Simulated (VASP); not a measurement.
OSZICAR of a VASP run on ZnSe (zinc blende):

File OSZICAR:
```
       N       E                     dE             d eps       ncg     rms          rms(c)
DAV:   1     0.895233475274E+02    0.89523E+02   -0.91490E+03   754   0.158E+03
DAV:   2     0.336354198679E+01   -0.86160E+02   -0.82619E+02   809   0.275E+02
DAV:   3    -0.211168549063E+01   -0.54752E+01   -0.54516E+01   934   0.698E+01
DAV:   4    -0.216206093433E+01   -0.50375E-01   -0.50367E-01   809   0.705E+00
DAV:   5    -0.216233704388E+01   -0.27611E-03   -0.27610E-03   904   0.507E-01    0.492E+00
DAV:   6    -0.188871225889E+01    0.27362E+00   -0.70218E-01  1087   0.290E+01    0.368E+00
DAV:   7    -0.187108363227E+01    0.17629E-01   -0.18851E-01   809   0.444E+00    0.155E+00
DAV:   8    -0.187040890214E+01    0.67473E-03   -0.37064E-03   989   0.672E-01    0.475E-01
DAV:   9    -0.187032436488E+01    0.84537E-04   -0.89937E-04   794   0.294E-01    0.626E-02
DAV:  10    -0.187035609116E+01   -0.31726E-04   -0.81890E-05   829   0.831E-02    0.178E-02
DAV:  11    -0.187035861225E+01   -0.25211E-05   -0.12249E-05   879   0.388E-02    0.383E-03
DAV:  12    -0.187035898956E+01   -0.37731E-06   -0.14634E-06   874   0.114E-02    0.227E-03
DAV:  13    -0.187035891094E+01    0.78619E-07   -0.11389E-07   591   0.365E-03
   1 F= -.18703589E+01 E0= -.18703589E+01  d E =-.961378E-12
```

### Question
Which electronic solver shows in the log?

### Answer
It is blocked Davidson (ALGO = Normal, or the opening steps of other solvers). The INCAR had ALGO = Normal.

### Question
Can the final energy be trusted as converged?

### Answer
The calculation finished and met its thresholds. It stopped with EDIFF = 1E-7, NELM = 100 (rev-vdW-DF2, plane waves, VASP's PBE PAW potentials (set 64)).

The compound is ZnSe in the zinc blende structure. This cell is one point of a volume scan, at 0.97 of the reference volume.
